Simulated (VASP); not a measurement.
These are revTPSS meta-GGA, VASP's PBE PAW potentials (set 64) (plane waves; VASP) values and carry that method's errors.

The input files of a VASP run:

### KPOINTS
```
Regular mesh
0
G
 13 13 7
```

**POSCAR**
```
Hf
1
    1.6123764971    -2.7927179761     0.0000000000
    1.6123764971     2.7927179761     0.0000000000
    0.0000000000     0.0000000000     5.1009091175
Hf
2
Direct
  0.3333330000   0.6666670000   0.2500000000
  0.6666670000   0.3333330000   0.7500000000
```

INCAR:
```
SYSTEM = Hf
PREC = Accurate
ENCUT = 520
EDIFF = 1E-7
NELM = 100
ALGO = Normal
LREAL = .FALSE.
LASPH = .TRUE.
ISMEAR = 1
SIGMA = 0.1
METAGGA = RTPSS
LMIXTAU = .TRUE.
LMAXMIX = 6
LWAVE = .FALSE.
LCHARG = .FALSE.
ISIF = 4
IBRION = 2
NSW = 30
EDIFFG = -0.01
```

POTCAR, in this order: Hf_pv (PBE.64 set). Program: vasp_std.

What VASP printed:

OUTCAR:
```
 ion  position               nearest neighbor table
   1  0.333  0.667  0.250-   2 3.16   2 3.16   2 3.16   2 3.16   2 3.16   2 3.16
   2  0.667  0.333  0.750-   1 3.16   1 3.16   1 3.16   1 3.16   1 3.16   1 3.16
  LATTYP: Found a hexagonal cell.
 ALAT       =     3.2247529615
 C/A-ratio  =     1.5817984132
 Subroutine PRICEL returns:
 Original cell was already a primitive cell.
 Subroutine GETGRP returns: Found 24 space group operations
The static configuration has the point symmetry D_3d.
 The point group associated with its full space group is D_6h.
The dynamic configuration has the point symmetry D_3d.
 Subroutine INISYM returns: Found 24 space group operations
 Subroutine IBZKPT returns following result:
 Found     84 irreducible k-points:

 Following reciprocal coordinates:
            Coordinates               Weight
  0.000000  0.000000  0.000000      1.000000
  0.076923  0.000000  0.000000      6.000000
  0.153846  0.000000  0.000000      6.000000
  0.230769  0.000000  0.000000      6.000000
  0.307692  0.000000  0.000000      6.000000
  0.384615  0.000000  0.000000      6.000000
  0.461538  0.000000  0.000000      6.000000
  0.076923  0.076923  0.000000      6.000000
  0.153846  0.076923  0.000000     12.000000
  0.230769  0.076923  0.000000     12.000000
  0.307692  0.076923  0.000000     12.000000
  0.384615  0.076923  0.000000     12.000000
  0.461538  0.076923  0.000000      6.000000
  0.153846  0.153846  0.000000      6.000000
  0.230769  0.153846  0.000000     12.000000
  0.307692  0.153846  0.000000     12.000000
  0.384615  0.153846  0.000000     12.000000
  0.230769  0.230769  0.000000      6.000000
  0.307692  0.230769  0.000000     12.000000
  0.384615  0.230769  0.000000      6.000000
  0.307692  0.307692  0.000000      6.000000
  0.000000  0.000000  0.142857      2.000000
...
```

File OSZICAR:
```
       N       E                     dE             d eps       ncg     rms          rms(c)
DAV:   1     0.203233308905E+03    0.20323E+03   -0.16811E+04  2442   0.231E+03
DAV:   2     0.767642251576E+02   -0.12647E+03   -0.12391E+03  3072   0.523E+02
DAV:   3     0.685862622395E+02   -0.81780E+01   -0.80194E+01  3716   0.910E+01
DAV:   4     0.682694333863E+02   -0.31683E+00   -0.31135E+00  3862   0.199E+01
DAV:   5     0.682584656834E+02   -0.10968E-01   -0.10951E-01  3860   0.295E+00    0.781E+01
DAV:   6     0.504403177672E+03    0.43614E+03   -0.44194E+04  2358   0.251E+05    0.357E+01
DAV:   7     0.245204568040E+04    0.19476E+04   -0.23583E+02  2516   0.177E+04    0.150E+01
DAV:   8     0.536508447932E+02   -0.23984E+04   -0.36475E+01  2364   0.754E+01    0.537E+00
DAV:   9     0.536635296785E+02    0.12685E-01   -0.17122E-01  3312   0.317E+00    0.256E+00
DAV:  10     0.537285744145E+02    0.65045E-01   -0.17535E-02  2564   0.885E-01    0.286E+00
DAV:  11     0.538203138579E+02    0.91739E-01   -0.13867E-01  2682   0.276E+00    0.128E+00
DAV:  12     0.538926307298E+02    0.72317E-01   -0.82711E-02  2736   0.237E+00    0.633E-01
DAV:  13     0.538294839176E+02   -0.63147E-01   -0.14792E-02  2790   0.140E+00    0.519E-01
DAV:  14     0.538251262480E+02   -0.43577E-02   -0.15641E-03  2796   0.321E-01    0.493E-01
DAV:  15     0.538274358819E+02    0.23096E-02   -0.51397E-04  2784   0.226E-01    0.638E-02
DAV:  16     0.538240781083E+02   -0.33578E-02   -0.12297E-03  2490   0.264E-01    0.332E-02
DAV:  17     0.538241025023E+02    0.24394E-04   -0.77592E-05  2784   0.676E-02    0.135E-02
DAV:  18     0.538240727701E+02   -0.29732E-04   -0.12237E-05  3132   0.239E-02    0.187E-02
DAV:  19     0.538240741678E+02    0.13977E-05   -0.13924E-06  2766   0.783E-03    0.520E-03
DAV:  20     0.538240725621E+02   -0.16058E-05   -0.55767E-07  2754   0.627E-03    0.417E-03
DAV:  21     0.538240740081E+02    0.14460E-05   -0.37214E-07  2510   0.417E-03    0.226E-03
DAV:  22     0.538240736257E+02   -0.38237E-06   -0.23962E-08  1566   0.124E-03    0.446E-04
DAV:  23     0.538240739983E+02    0.37258E-06   -0.54725E-09  1488   0.746E-04    0.272E-04
DAV:  24     0.538240737195E+02   -0.27881E-06   -0.26084E-09  1428   0.444E-04    0.123E-04
DAV:  25     0.538240738488E+02    0.12935E-06   -0.62195E-10  1410   0.227E-04    0.129E-04
DAV:  26     0.538240738269E+02   -0.21912E-07   -0.15663E-10  1386   0.836E-05
   1 F= 0.53824074E+02 E0= 0.53824168E+02  d E =0.538241E+02
       N       E                     dE             d eps       ncg     rms          rms(c)
DAV:   1     0.538232606483E+02   -0.81320E-03   -0.45297E-02  2352   0.179E+00    0.191E-01
DAV:   2     0.538238001866E+02    0.53954E-03   -0.67393E-04  3120   0.216E-01    0.786E-02
DAV:   3     0.538238847154E+02    0.84529E-04   -0.24228E-04  3018   0.104E-01    0.840E-02
DAV:   4     0.538239812081E+02    0.96493E-04   -0.48557E-05  2940   0.733E-02    0.153E-02
DAV:   5     0.538239002785E+02   -0.80930E-04   -0.44755E-05  2604   0.556E-02    0.210E-02
DAV:   6     0.538238993489E+02   -0.92956E-06   -0.18003E-06  3018   0.119E-02    0.581E-03
DAV:   7     0.538238994500E+02    0.10110E-06   -0.10989E-06  2706   0.791E-03    0.436E-03
DAV:   8     0.538238988069E+02   -0.64307E-06   -0.10754E-07  1626   0.261E-03    0.314E-03
DAV:   9     0.538238986622E+02   -0.14475E-06   -0.36588E-08  1398   0.153E-03    0.568E-04
DAV:  10     0.538238986351E+02   -0.27107E-07   -0.59223E-09  1356   0.887E-04
   2 F= 0.53823899E+02 E0= 0.53823936E+02  d E =-.175192E-03
```

**OUTCAR**
```
------------------------ aborting loop because EDIFF is reached ----------------------------------------
  FORCE on cell =-STRESS in cart. coord.  units (eV):
  Direction    XX          YY          ZZ          XY          YZ          ZX
  --------------------------------------------------------------------------------------
  Total       -1.7392523     -1.7392523     -1.7584839      0.0000000      0.0000000      0.0000000
  in kB      -60.6599507    -60.6599492    -61.3306903      0.0000000      0.0000000      0.0000000
  external PRESSURE =     -60.8835301 kB  Pullay stress =       0.0000000 kB
  volume of cell :       45.94
      direct lattice vectors                 reciprocal lattice vectors
     1.614164410 -2.795814735 -0.000000000     0.309757790 -0.178838746  0.000000000
     1.614164410  2.795814735  0.000000000     0.309757790  0.178838746 -0.000000000
     0.000000000  0.000000000  5.089615431     0.000000000 -0.000000000  0.196478499
 POSITION                                       TOTAL-FORCE (eV/Angst)
 -----------------------------------------------------------------------------------
      1.61416      0.93194      1.27240        -0.000000      0.000000      0.000000
      1.61416     -0.93194      3.81721         0.000000     -0.000000      0.000000
 -----------------------------------------------------------------------------------
    total drift:                                0.000000      0.000190     -0.000015
  FREE ENERGIE OF THE ION-ELECTRON SYSTEM (eV)
  ---------------------------------------------------
  free  energy   TOTEN  =        53.8238986351 eV

  energy  without entropy=       53.8240108479  energy(sigma->0) =       53.82393604

 reached required accuracy - stopping structural energy minimisation
```
(Selected blocks of OUTCAR.)

### CONTCAR
```
Hf
   1.00000000000000
     1.6141644097582379   -2.7958147347246411   -0.0000000000000000
     1.6141644097582379    2.7958147347246411    0.0000000000000000
     0.0000000000000000    0.0000000000000000    5.0896154306146881
  Hf
     2
Direct
     0.3333330000000032    0.6666669999999968    0.2500000000000000
     0.6666669999999968    0.3333330000000032    0.7500000000000000
```

The compound is Hf in the hcp structure. This cell is one point of a volume scan, at 1.06 of the reference volume. Symmetry was kept, so distortions that lower it aren't found.
